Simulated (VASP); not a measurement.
Output of a VASP run:

OSZICAR:
```
       N       E                     dE             d eps       ncg     rms          rms(c)
DAV:   1     0.588226780617E+00    0.58823E+00   -0.17894E+03  1524   0.484E+02
DAV:   2    -0.517219723521E+01   -0.57604E+01   -0.55486E+01  2160   0.590E+01
DAV:   3    -0.523174748831E+01   -0.59550E-01   -0.59310E-01  1686   0.654E+00
DAV:   4    -0.523185265506E+01   -0.10517E-03   -0.10517E-03  2154   0.283E-01
DAV:   5    -0.523185274127E+01   -0.86218E-07   -0.85772E-07  1710   0.523E-03    0.423E+00
DAV:   6    -0.522448477452E+01    0.73680E-02   -0.49539E-03  1638   0.473E-01    0.244E+00
DAV:   7    -0.522141441417E+01    0.30704E-02   -0.81509E-03  1584   0.609E-01    0.106E-01
DAV:   8    -0.522140307053E+01    0.11344E-04   -0.69765E-05  1938   0.718E-02    0.192E-02
DAV:   9    -0.522140312934E+01   -0.58809E-07   -0.57389E-07  1608   0.749E-03
   1 F= -.52214031E+01 E0= -.52213339E+01  d E =-.522140E+01
       N       E                     dE             d eps       ncg     rms          rms(c)
DAV:   1    -0.522352397098E+01   -0.21209E-02   -0.53838E-02  1524   0.155E+00    0.259E-01
DAV:   2    -0.522248406710E+01    0.10399E-02   -0.80457E-04  1560   0.267E-01    0.134E-01
DAV:   3    -0.522202134578E+01    0.46272E-03   -0.92008E-04  1542   0.201E-01    0.340E-02
DAV:   4    -0.522202148446E+01   -0.13867E-06   -0.20768E-06  1890   0.156E-02
   2 F= -.52220215E+01 E0= -.52219200E+01  d E =-.618355E-03
       N       E                     dE             d eps       ncg     rms          rms(c)
DAV:   1    -0.522214711246E+01   -0.12577E-03   -0.25750E-03  1524   0.337E-01    0.559E-02
DAV:   2    -0.522209760711E+01    0.49505E-04   -0.38564E-05  1584   0.583E-02    0.290E-02
DAV:   3    -0.522207524329E+01    0.22364E-04   -0.44113E-05  1524   0.440E-02    0.732E-03
DAV:   4    -0.522207496376E+01    0.27953E-06   -0.92444E-08   864   0.340E-03
   3 F= -.52220750E+01 E0= -.52219765E+01  d E =-.671834E-03
```

**OUTCAR**
```
------------------------ aborting loop because EDIFF is reached ----------------------------------------
  FORCE on cell =-STRESS in cart. coord.  units (eV):
  Direction    XX          YY          ZZ          XY          YZ          ZX
  --------------------------------------------------------------------------------------
  Total        0.0002531      0.0002531      0.0002531      0.0000000      0.0000000     -0.0000000
  in kB        0.0297592      0.0297592      0.0297592      0.0000000      0.0000000     -0.0000000
  external PRESSURE =       0.0297592 kB  Pullay stress =       0.0000000 kB
  volume of cell :       13.63
      direct lattice vectors                 reciprocal lattice vectors
    -1.504730642  1.504730642  1.504730642     0.000000000  0.332285385  0.332285385
     1.504730642 -1.504730642  1.504730642     0.332285385  0.000000000  0.332285385
     1.504730642  1.504730642 -1.504730642     0.332285385  0.332285385  0.000000000
 POSITION                                       TOTAL-FORCE (eV/Angst)
 -----------------------------------------------------------------------------------
      0.00000      0.00000      0.00000        -0.000000     -0.000000      0.000000
 -----------------------------------------------------------------------------------
    total drift:                               -0.000000     -0.000000     -0.000000
  FREE ENERGIE OF THE ION-ELECTRON SYSTEM (eV)
  ---------------------------------------------------
  free  energy   TOTEN  =        -5.2220749638 eV

  energy  without entropy=       -5.2217796571  energy(sigma->0) =       -5.22197653

 reached required accuracy - stopping structural energy minimisation
```
(Selected blocks of OUTCAR.)

### POSCAR
```
P
1
   -1.5109559834     1.5109559834     1.5109559834
    1.5109559834    -1.5109559834     1.5109559834
    1.5109559834     1.5109559834    -1.5109559834
P
1
Direct
  0.0000000000   0.0000000000   0.0000000000
```

Task: Write an INCAR and KPOINTS that could have produced this output.

Result: One answer among several that fit: the input of the run itself, PBEsol GGA, plane waves, VASP's PBE PAW potentials (set 64).

**KPOINTS**
```
Automatic mesh
0
Gamma
15 15 15
0 0 0
```

### INCAR
```
EDIFFG  =  -0.01
SYSTEM  =  P
NELM  =  100   ! most electronic steps
IBRION  =  2
ISMEAR  =  1   ! Methfessel-Paxton
SIGMA  =  0.1
LCHARG  =  .FALSE.
LASPH  =  .TRUE.   ! aspherical one-centre terms
LREAL  =  .FALSE.   ! projection in real space or not
ALGO  =  Normal   ! blocked Davidson
EDIFF  =  1E-6
PREC  =  Accurate
NSW  =  60
ENCUT  =  400   ! plane-wave cut-off (eV)
GGA  =  PS
LWAVE  =  .FALSE.
ISIF  =  3   ! ions, shape and volume
```

POTCAR, in this order: P (PBE.64 set). Program: vasp_std.

The structure was generated: P was put into the bcc type (Im-3m), which need not be its known phase. This run relaxes it. Symmetry was kept, so distortions that lower it aren't found. The start is the result of an earlier pass.
